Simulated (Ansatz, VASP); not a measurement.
# Sb in two plane-wave programs

Aim: how closely do two programs agree when they are given the same cell, functional and k mesh? Of the first pair: The structure shown is the start of the Ansatz relaxation below; VASP solves that cell, so the two are compared at the walk's first step.

Program: Ansatz 0.2.0. Level of theory: plane waves, with VASP 6.6.1 beside it; single point at PBEsol with D3(BJ). Results are calculated unless marked as measured.

### Step 1. The starting structure

The cell holds 4 atoms: 4 Sb. Cell: a = 4.120 Å, b = 4.120 Å, c = 40.400 Å, α = 90.0°, β = 90.0°, γ = 120.0°. Vacuum lies along c.

### Step 2. Ansatz: relaxation, PBEsol with D3(BJ)

Ansatz runs on its PAW soft_1 files.

The two programs are compared at the cell with which this relaxation starts, whose forces are those of its first step.

The input, input.yaml:

```yaml
crystal:
  lattice:
    - [4.12, 0.0, 0.0]
    - [-2.06, 3.5680246636, 0.0]
    - [0.0, 0.0, 40.4]
  atoms:
    - { symbol: Sb, position: [0.3333333333, 0.6666666667, 0.4591584159] }
    - { symbol: Sb, position: [0.6666666667, 0.3333333333, 0.4185643565] }
    - { symbol: Sb, position: [0.6666666667, 0.3333333333, 0.5814356435] }
    - { symbol: Sb, position: [0.3333333333, 0.6666666667, 0.5408415841] }
  periodic: [true, true, false]
kpoints:
  mp_grid: { grid: [6, 6, 1] }
hamiltonian:
  xc: pbesol
  dispersion: d3bj
  pseudopotentials: { kind: paw, azcp: { folder: soft_1 }, xc_functional: pbe }
scf:
  occupations: { method: fermi_dirac, width: 0.02 }
relax:
  f_tol: 0.01
  max_steps: 100
  cell: {}
```

The run is started by

```sh
$ ansatz run input.yaml --threads 4 --pin off --max-ram 17510MiB --backend cpu --events-out ev --progress --plain --runs-dir out
```

Numbers of over 12 decimals in the logs are rounded to 6 here.

Output:

```text
Engine: ansatz 0.2.0, aarch64-unknown-linux-gnu
Pseudopotentials: kind: paw
Pseudopotential: Sb, paw, valence charge 15, recommended cutoff 420 eV (normal), soft_1/Sb.paw.azcp
Functional definition: PBEsol
  exchange = pbesol_x
  correlation = pbesol_c
Crystal: 4 atoms, lattice volume = 593.891 Å³
Basis set: ecut = 420 eV, 11511 PW (Γ), exchange–correlation on 60×60×576 points (8 copies of the dense FFT grid, shifted against one another)
Bands: 36, of which v1, the nominal top of the filled ones, is band 30 counted from 1 (29 counted from 0)
Symmetry: 12 space group operations
Space group: P-6m2 (ITA 187), of the structure as read, at distance tolerance 8.4e-5 Å
k-points: 7 of 36 (time reversal used)
Non-local potential: Sb, projectors of the file, l = 0: 2, l = 1: 2, l = 2: 2, l = 3: 1
PAW form: soft (Blöchl's): semilocal exchange-correlation on the pseudo side does not see the compensation charge
PAW frozen core: Sb, regenerated for the run's functional, and the local potential with it (the file was generated under x = pbe(κ = 0.804, μ = 0.219515), c = pbe(β = 0.066725))
PAW one-centre angular grid: Sb, 590 points (default); XC on 64 Gauss nodes
Initial density: superposition of atomic densities (neutral atoms: chi_scale 0, normalization atom)
Initial wavefunctions: pseudopotential atomic-orbital guess
Functional: x = pbesol(κ = 0.804, μ = 0.123457), c = pbesol(β = 0.046)
iter 1 solved again at ethr=7.93e-4 eV; its pass at ethr=3.10e-3 eV (dr2=4.76e-1 eV) is discarded
SCF iter   1: F=—  HF=-25632.896491 eV  |F-HF|=—  |Δ(HF+E_count)|=         —  Δρ=8.48e-3  dr2=4.79e-1  ethr=7.93e-4  ⟨swp⟩=2.0  Hψ=1955  notcnv=0
preconditioner: auto → Resta (q_TF=auto, 1.862 Å⁻¹)  ε∞=1.9  [insulator: Δε(μ)=0.246 eV  Ē_g=7.368 eV  σ=0.020 eV  W_gap=1.00  n_scr=64 (ndim 8)  ℏωp=6.8 eV  f_vac=0.729  D(μ)=0.07/eV (n_scr^D=0)  ε∞_Penn≈1.9  vacuum switching on, ρ_ref=3.9e-3 e/Å³]
SCF iter   2: F=—  HF=-25632.809425 eV  |F-HF|=—  |Δ(HF+E_count)|=   8.71e-2  Δρ=4.43e-3  dr2=1.24e-1  ethr=7.93e-4  ⟨swp⟩=2.3  Hψ=326  notcnv=0
preconditioner: auto → LDOS  [insulator: Δε(μ)=0.236 eV  Ē_g=7.328 eV  σ=0.020 eV  W_gap=0.99  n_scr=64 (ndim 8)  ℏωp=6.8 eV  f_vac=0.730  D(μ)=0.09/eV (n_scr^D=2)  ε∞_Penn≈1.9  β→1.0]
SCF iter   3: F=—  HF=-25632.796173 eV  |F-HF|=—  |Δ(HF+E_count)|=   1.33e-2  Δρ=1.12e-3  dr2=6.26e-2  ethr=2.07e-4  ⟨swp⟩=4.9  Hψ=596  notcnv=0
SCF iter   4: F=—  HF=-25632.788570 eV  |F-HF|=—  |Δ(HF+E_count)|=   7.60e-3  Δρ=2.99e-4  dr2=8.93e-4  ethr=1.04e-4  ⟨swp⟩=3.7  Hψ=382  notcnv=0
SCF iter   5: F=—  HF=-25632.788703 eV  |F-HF|=—  |Δ(HF+E_count)|=   1.33e-4  Δρ=1.29e-4  dr2=2.24e-4  ethr=1.49e-6  ⟨swp⟩=3.7  Hψ=637  notcnv=0  defer=1
SCF iter   6: F=—  HF=-25632.788663 eV  |F-HF|=—  |Δ(HF+E_count)|=   4.00e-5  Δρ=2.01e-5  dr2=5.49e-6  ethr=3.73e-7  ⟨swp⟩=3.1  Hψ=538  notcnv=0  defer=1
SCF iter   7: F=—  HF=-25632.788740 eV  |F-HF|=—  |Δ(HF+E_count)|=   7.72e-5  Δρ=5.48e-6  dr2=2.95e-7  ethr=9.15e-9  ⟨swp⟩=3.9  Hψ=540  notcnv=0  defer=1
SCF iter   8: F=-25632.788741 eV  HF=-25632.788741 eV  |F-HF|=4.62e-9  |Δ(HF+E_count)|=   1.99e-7  Δρ=2.01e-6  dr2=2.88e-8  ethr=1.67e-10  ⟨swp⟩=6.9  Hψ=1230  notcnv=0
SCF 1 converged in 8 iterations: F = -25632.788741 eV  dr2 = 2.88e-8
  greatest PAW one-centre occupation: 0.996 electrons in one spin orbital (limit 2), on the Sb atom at site 1 (counted from 0), in its partial waves of l = 2
relax step   1: F+E_penalty+E_count = -25632.78874063 eV  Δ(F+E_penalty+E_count) = +0.000e0 eV  max|allowed force component| = 7.353e-1 eV/Å  Δτ_max = 0.0000 Å  P = -1.939 N/m  Ω = 593.891 Å³  fix = [c, alpha, beta]  reactions: c -0.000 N/m  (8 SCF iters, dr2 threshold 1.00e-7 eV, accepted)
[...]
relax step   4: F+E_penalty+E_count = -25632.94829718 eV  Δ(F+E_penalty+E_count) = -2.623e-2 eV  max|allowed force component| = 8.165e-2 eV/Å  Δτ_max = 0.0244 Å  P = -0.393 N/m  Ω = 567.791 Å³  energy of the carried Pulay correction = +6.017e-4 eV  fix = [c, alpha, beta]  reactions: c -0.000 N/m  (7 SCF iters, dr2 threshold 4.00e-7 eV, accepted)
[...]
relax step   5: F+E_penalty+E_count = -25632.95232164 eV  Δ(F+E_penalty+E_count) = -4.024e-3 eV  max|allowed force component| = 2.270e-2 eV/Å  Δτ_max = 0.0339 Å  P = -0.044 N/m  Ω = 563.231 Å³  energy of the carried Pulay correction = +7.096e-4 eV  fix = [c, alpha, beta]  reactions: c -0.000 N/m  (6 SCF iters, dr2 threshold 4.00e-7 eV, accepted)
[...]
relax step   6: F+E_penalty+E_count = -25632.95280963 eV  Δ(F+E_penalty+E_count) = -4.880e-4 eV  max|allowed force component| = 2.473e-3 eV/Å  Δτ_max = 0.0198 Å  P = -0.015 N/m  Ω = 562.697 Å³  energy of the carried Pulay correction = +7.223e-4 eV  fix = [c, alpha, beta]  reactions: c -0.000 N/m  (7 SCF iters, dr2 threshold 3.22e-8 eV, accepted)
[...]
relax step   7: F+E_penalty+E_count = -25632.95208334 eV  Δ(F+E_penalty+E_count) = +7.263e-4 eV  max|allowed force component| = 2.153e-3 eV/Å  Δτ_max = 0.0000 Å  P = -0.017 N/m  Ω = 562.697 Å³  fix = [c, alpha, beta]  reactions: c -0.000 N/m  stress off target by 1.65e-2 N/m on what of the cell is left free  SCF on the basis re-selected at this cell (its energy is not comparable with the rows above)  (7 SCF iters)
basis re-selected at this cell: Δ(F+E_penalty+E_count) = +7.263e-4 eV, ΔP = -0.001 N/m vs the last step (what re-selecting the basis moved, of the pressure what is left beyond the Pulay correction that the steps carried, after the strain that the cell walked since its last selection, with what the two solves' SCF thresholds leave and, on support functions, any second-order correction that the steps lacked; it is no measure of the basis error at this ecutwfc). The dense FFT grid was sized anew with the basis: this SCF ran on 27×27×288 points, the steps before it on 30×30×288, so part of this shift can come from that change (see relax.cell in the input reference). [rest of the remark cut]
SCF converged after 7 iterations
Free energy (F): -25632.952083 eV
Harris-Foulkes:  -25632.952083 eV  (|F-HF|=1.09e-10)
Internal energy: -25632.952083 eV  (E = F + TS)
E sigma→0 (E₀):  -25632.952083 eV
Fermi energy:    -4.315358 eV
--- Per-component energies (eV) ---
  E_band       = -1518.213635
  E_kinetic    = 652.879031
  E_local      = -165688.426659  (includes V_loc(G=0)·N_el)
  E_nonlocal   = 1565.995646
  E_hartree    = 81871.290766
  E_xc         = -391.781328
  E_vxc        = -361.577691  (∫ρ·V_xc dr)
  E_paw        = -17871.073450  (= ΣΔE_a)
  E_vpaw       = -1429.666123  (= ΣTr[D̂ρ^β])
  E_aug_tail   = 0.000523  (compensation charges beyond the density's cutoff)
  E_ewald      = 74227.924599
  E_disp       = -1.088632  (pairwise vdW)
  E_core_change = 1.327420  (= ΣΔE_core)
  E_smearing   = -0.000000  (= −TS)
  E_closure    = 0.000000  (closes the sum)
  Σ components = -25632.952083   (vs F -25632.952083, Δ=0.00e0)
--- Forces (eV/Å), atoms counted from 1 ---
  atom   1  Sb     0.00000000    -0.00000000    -0.00215320
  atom   2  Sb    -0.00000000     0.00000000     0.00066514
  atom   3  Sb    -0.00000000     0.00000000    -0.00066514
  atom   4  Sb     0.00000000    -0.00000000     0.00215320
  max |Σ_I F_I| component: 1.85e-17 eV/Å
--- 2D stress c σ (N/m, compression-positive) ---
       -0.016510      -0.000000       0.000000
       -0.000000      -0.016510      -0.000000
        0.000000       0.000000       0.000000
  P = ½ c Tr σ = -0.0165 N/m
--- Relaxed structure (6 steps of the walk, 6 accepted, 1 SCFs on fresh bases) ---
  F+E_penalty+E_count = -25632.95208334 eV   max|allowed force component| = 2.153e-3 eV/Å   (the final SCF, on the basis selected at the relaxed cell)
  cell:  # Å, volume = 562.6973 Å³
    - [4.010342, 0, 0.0]
    - [-2.005171, 3.473058, 0.0]
    - [0.0, 0.0, 40.4]
  atoms:
    - { symbol: Sb, position: [0.333333, 0.666667, 0.452516] }
    - { symbol: Sb, position: [0.666667, 0.333333, 0.411841] }
    - { symbol: Sb, position: [0.666667, 0.333333, 0.588159] }
    - { symbol: Sb, position: [0.333333, 0.666667, 0.547484] }
```

In the SCF lines HF is the Harris–Foulkes energy and dr2 the Hartree energy of the density residual, in eV; the loop may stop once dr2 is under the threshold and the program's other checks hold. Hψ counts applications of the Hamiltonian.

### Step 3. VASP: single point, PBEsol with D3(BJ), start cell, pair 1

The same cell, functional, mesh and smearing now go to VASP, with its own data sets.

Lines of VASP's logs that name or quote its potential files are left out, and so is its time.

The input, INCAR:

```
SYSTEM = Sb
PREC = Accurate
ENCUT = 400
EDIFF = 1E-06
NELM = 120
ISMEAR = -1
SIGMA = 0.02
LREAL = .FALSE.
ALGO = Normal
GGA = PS
IVDW = 12
NBANDS = 16
LORBIT = 11
LWAVE = .FALSE.
LCHARG = .FALSE.
ISIF = 2
LDIPOL = .TRUE.
IDIPOL = 3
DIPOL = 0.5 0.5 0.5
LVHAR = .TRUE.
LASPH = .TRUE.
GGA_COMPAT = .FALSE.
EFERMI = MIDGAP
NELMDL = -8
KPAR = 2
```

The input, POSCAR:

```
Sb
1.0
    4.1200000000      0.0000000000      0.0000000000
   -2.0600000000      3.5680250000      0.0000000000
    0.0000000000      0.0000000000     40.4000000000
Sb
4
Direct
    0.3333332866      0.6666665732      0.4591584158
    0.6666666199      0.3333332399      0.4185643564
    0.6666666199      0.3333332399      0.5814356436
    0.3333332866      0.6666665732      0.5408415842
```

The input, KPOINTS:

```
Automatic mesh
0
Gamma
6 6 1
0 0 0
```

Potentials, in the order of the species: Sb (PBE family, release 64).

The run is started by

```sh
$ mpirun -np 2 vasp_std
```

Output:

```text
[banner, memory and clock lines left out]
running    2 mpi-ranks, on    1 nodes
 distrk:  each k-point on    1 cores,    2 groups
 distr:  one band on    1 cores,    1 groups

 POSCAR found type information on POSCAR Sb
 POSCAR found :  1 types and       4 ions
|                                                                             |
|               ----> ADVICE to this user running VASP <----                  |
|                                                                             |
|     You enforced a specific xc type in the INCAR file but a different       |
|     [... a line on the potential file left out ...]
|     I HOPE YOU KNOW WHAT YOU ARE DOING!                                     |
|                                                                             |

 LDA part: xc-table for (Slater+PW92), standard interpolation
 POSCAR, INCAR and KPOINTS ok, starting setup
 FFT: planning ... GRIDC
 FFT: planning ... GRID_SOFT
 FFT: planning ... GRID
 WAVECAR not read
 entering main loop
       N       E                     dE             d eps       ncg     rms          rms(c)
DAV:   1     0.114704258706E+03    0.11470E+03   -0.45827E+03   224   0.649E+02
DAV:   2    -0.484078601254E+01   -0.11955E+03   -0.11360E+03   328   0.123E+02
DAV:   3    -0.170431039204E+02   -0.12202E+02   -0.12158E+02   312   0.478E+01
DAV:   4    -0.173527960148E+02   -0.30969E+00   -0.30941E+00   320   0.960E+00
DAV:   5    -0.173653194347E+02   -0.12523E-01   -0.12523E-01   352   0.205E+00
DAV:   6    -0.173654361122E+02   -0.11668E-03   -0.11668E-03   328   0.184E-01
DAV:   7    -0.173654413339E+02   -0.52217E-05   -0.52220E-05   344   0.340E-02
DAV:   8    -0.173654414900E+02   -0.15607E-06   -0.15567E-06   304   0.430E-03    0.402E+00
DAV:   9    -0.172838248263E+02    0.81617E-01   -0.37157E-02   264   0.844E-01    0.247E+00
DAV:  10    -0.172369700913E+02    0.46855E-01   -0.90445E-02   272   0.136E+00    0.142E-01
DAV:  11    -0.172376161667E+02   -0.64608E-03   -0.32398E-03   272   0.321E-01    0.882E-02
DAV:  12    -0.172378027579E+02   -0.18659E-03   -0.83258E-04   264   0.146E-01    0.339E-02
DAV:  13    -0.172378224970E+02   -0.19739E-04   -0.48354E-05   328   0.380E-02    0.166E-02
DAV:  14    -0.172377873079E+02    0.35189E-04   -0.13410E-04   280   0.476E-02    0.883E-03
DAV:  15    -0.172378164611E+02   -0.29153E-04   -0.68404E-06   272   0.103E-02    0.530E-03
DAV:  16    -0.172378904307E+02   -0.73970E-04   -0.21024E-05   256   0.146E-02    0.247E-03
DAV:  17    -0.172379179209E+02   -0.27490E-04   -0.25324E-06   240   0.572E-03    0.181E-03
DAV:  18    -0.172379454327E+02   -0.27512E-04   -0.28521E-06   240   0.555E-03    0.842E-04
DAV:  19    -0.172379619114E+02   -0.16479E-04   -0.44172E-07   224   0.164E-03    0.681E-04
DAV:  20    -0.172379772044E+02   -0.15293E-04   -0.51679E-07   208   0.149E-03    0.222E-04
DAV:  21    -0.172379809156E+02   -0.37111E-05   -0.68218E-08   192   0.623E-04    0.160E-04
DAV:  22    -0.172379838078E+02   -0.28922E-05   -0.59058E-08   176   0.490E-04    0.688E-05
DAV:  23    -0.172379851171E+02   -0.13093E-05   -0.36230E-08   160   0.327E-04    0.335E-05
DAV:  24    -0.172379852896E+02   -0.17247E-06   -0.25190E-09   128   0.124E-04
   1 F= -.18343983E+02 E0= -.18343686E+02  d E =-.593461E-03
```

Parts of OUTCAR (step 3):

```text
ion  position               nearest neighbor table
   1  0.333  0.667  0.459-   2 2.89   2 2.89   2 2.89   4 3.30
   2  0.667  0.333  0.419-   1 2.89   1 2.89   1 2.89
   3  0.667  0.333  0.581-   4 2.89   4 2.89   4 2.89
   4  0.333  0.667  0.541-   3 2.89   3 2.89   3 2.89   1 3.30

  LATTYP: Found a hexagonal cell.
 ALAT       =     4.1200000000
 C/A-ratio  =     9.8058252427

 Subroutine GETGRP returns: Found 12 space group operations
 (whereof 12 operations were pure point group operations)

The static configuration has the point symmetry D_3h.

 Found      7 irreducible k-points:

   k-points           NKPTS =      7   k-points in BZ     NKDIM =      7   number of bands    NBANDS=     16

   dimension x,y,z NGX =    28 NGY =   28 NGZ =  270
   dimension x,y,z NGXF=    56 NGYF=   56 NGZF=  540

   ENCUT  =  400.0 eV  29.40 Ry    5.42 a.u.   6.72  6.72 65.88*2*pi/ulx,y,z

   NELECT =      20.0000    total number of electrons

 k-points in reciprocal lattice and weights: Automatic mesh
   0.00000000  0.00000000  0.00000000       0.028
   0.16666667  0.00000000  0.00000000       0.167
   0.33333333  0.00000000  0.00000000       0.167
   0.50000000  0.00000000  0.00000000       0.083
   0.16666667  0.16666667  0.00000000       0.167
   0.33333333  0.16666667  0.00000000       0.333
   0.33333333  0.33333333  0.00000000       0.056

 dipolmoment           0.000000      0.000000      0.000000 electrons x Angstroem

 average (electrostatic) potential at core
       1 -94.5696       2 -94.5405       3 -94.5405       4 -94.5696

 E-fermi :  -1.9024

 k-point     1 :       0.0000    0.0000    0.0000
  band No.  band energies     occupation
    ...
      6      -2.7691      2.00000
      7      -2.7691      2.00000
      8      -2.5522      2.00000
      9      -2.5522      2.00000
     10      -2.1756      2.00000
     11      -1.2568      0.00000
     12      -0.4305      0.00000
     13      -0.0763      0.00000
     14      -0.0763      0.00000
     15       0.3017      0.00000
    ...

 k-point     2 :       0.1667    0.0000    0.0000
  band No.  band energies     occupation
    ...
      6      -4.2854      2.00000
      7      -3.9322      2.00000
      8      -3.3114      2.00000
      9      -3.1002      2.00000
     10      -2.0000      1.98495
     11      -1.1563      0.00000
     12      -0.5251      0.00000
     13       0.3246      0.00000
     14       0.3976      0.00000
     15       0.8393      0.00000
    ...

 k-point     3 :       0.3333    0.0000    0.0000
  band No.  band energies     occupation
    ...
      6      -5.3327      2.00000
      7      -4.2085      2.00000
      8      -4.0337      2.00000
      9      -3.8273      2.00000
     10      -2.7791      2.00000
     11      -1.8045      0.01484
     12      -0.7339      0.00000
     13      -0.0828      0.00000
     14       0.4900      0.00000
     15       1.1450      0.00000
    ...

 Edisp (eV)   -1.10600

  Total      -1.61809    -1.61809     1.24969     0.00000     0.00000     0.00000
  in kB      -4.36523    -4.36523     3.37137     0.00000     0.00000     0.00000
  external pressure =       -1.79 kB  Pullay stress =        0.00 kB

  energy-cutoff  :      400.00
  volume of cell :      593.89
      direct lattice vectors                 reciprocal lattice vectors
     4.120000000  0.000000000  0.000000000     0.242718447  0.140133547  0.000000000
    -2.060000000  3.568025000  0.000000000     0.000000000  0.280267095  0.000000000
     0.000000000  0.000000000 40.400000000     0.000000000  0.000000000  0.024752475

 POSITION                                       TOTAL-FORCE (eV/Angst)
 -----------------------------------------------------------------------------------
      0.00000      2.37868     18.55000         0.000000      0.000000     -0.633613
      2.06000      1.18934     16.91000        -0.000000      0.000000      0.125950
      2.06000      1.18934     23.49000         0.000000     -0.000000     -0.125950
      0.00000      2.37868     21.85000        -0.000000     -0.000000      0.633613
 -----------------------------------------------------------------------------------
    total drift:                                0.000000      0.000235     -0.000000

  FREE ENERGIE OF THE ION-ELECTRON SYSTEM (eV)
  ---------------------------------------------------
  free  energy   TOTEN  =       -18.3439826645 eV

  energy  without entropy=      -18.3433892034  energy(sigma->0) =      -18.34368593

 vacuum level on the upper side and lower side of the slab         2.328         2.328

 total charge
# of ion       s       p       d       tot
------------------------------------------
    1        1.230   1.160   0.028   2.418
    2        1.215   1.160   0.026   2.402
    3        1.215   1.160   0.026   2.402
    4        1.230   1.160   0.028   2.418
--------------------------------------------------
tot          4.891   4.640   0.108   9.639

[... 3 further parts left out ...]
```

### Step 4. Comparison

Known differences besides the potentials themselves: Ansatz cuts the interaction across the vacuum, VASP repeats the sheet with a dipole correction; the data sets hold 60 valence electrons in Ansatz (on its PAW soft_1 files) and 20 in VASP; the cutoff is 420 eV in Ansatz and 400 eV in VASP; Ansatz makes its cores anew for this functional, VASP keeps those of its PBE data sets. Total energies have different zeros and are not compared.

Forces (eV/Å; atoms numbered as in POSCAR):

```tsv
atom	Ansatz x, y, z	VASP x, y, z
Sb1	0.000, 0.000, -0.735	0.000, 0.000, -0.634
Sb2	0.000, 0.000, 0.218	0.000, 0.000, 0.126
Sb3	0.000, 0.000, -0.218	0.000, 0.000, -0.126
Sb4	0.000, 0.000, 0.735	0.000, 0.000, 0.634
```

The forces differ by 56 meV/Å r.m.s., which is 21.2 % of the r.m.s. force of 0.264 eV/Å (both taken over all components). With vacuum in the cell, a pressure given here is an average over mostly empty space and none of the material.

### Step 5. Other set-ups

Further runs change the set-up of one program: Ansatz's method, potentials or start, or VASP's data sets, cutoff or form of LDA. The table gives that difference for each run.

```tsv
run	r.m.s. force difference (meV/Å)
as above	56
VASP with the data sets Sb_d_GW	0.53
```

### Step 6. Ansatz: relaxation, PBEsol with D3(BJ)

This run makes the geometry at which the two programs are then compared.

The structure compared here is the end of the Ansatz relaxation.

input.yaml is that of step 2.

The run is started by

```sh
$ ansatz run input.yaml --threads 4 --pin off --max-ram 17510MiB --backend cpu --events-out ev --progress --plain --runs-dir out
```

Output:

```text
[...]
Crystal: 4 atoms, lattice volume = 593.891 Å³
Basis set: ecut = 420 eV, 11511 PW (Γ), exchange–correlation on 60×60×576 points (8 copies of the dense FFT grid, shifted against one another)
Bands: 36, of which v1, the nominal top of the filled ones, is band 30 counted from 1 (29 counted from 0)
Symmetry: 12 space group operations
[...]
k-points: 7 of 36 (time reversal used)
[...]
P = ½ c Tr σ = -0.0165 N/m
--- Relaxed structure (6 steps of the walk, 6 accepted, 1 SCFs on fresh bases) ---
[...]
cell:  # Å, volume = 562.6973 Å³
    - [4.010342, 0, 0.0]
    - [-2.005171, 3.473058, 0.0]
    - [0.0, 0.0, 40.4]
  atoms:
    - { symbol: Sb, position: [0.333333, 0.666667, 0.452516] }
    - { symbol: Sb, position: [0.666667, 0.333333, 0.411841] }
    - { symbol: Sb, position: [0.666667, 0.333333, 0.588159] }
    - { symbol: Sb, position: [0.333333, 0.666667, 0.547484] }
[key lines of the parts left out:]
SCF converged after 7 iterations
Free energy (F): -25632.952083 eV
Fermi energy:    -4.315358 eV
```

(Continued in part 2 of 2.)

[Lines on the potential files, build, host, timing and source positions are cut from VASP's logs without a mark.]

[Logs are printed without paths, hosts, clocks, repeated set-up lines and the standing remarks that a program may print on its own settings, such as how far it seeks lower states.]

[Hosts, paths, dates, database ids (printed as entryN), source tags and the programs' standing remarks are cut or masked in the printed files.]
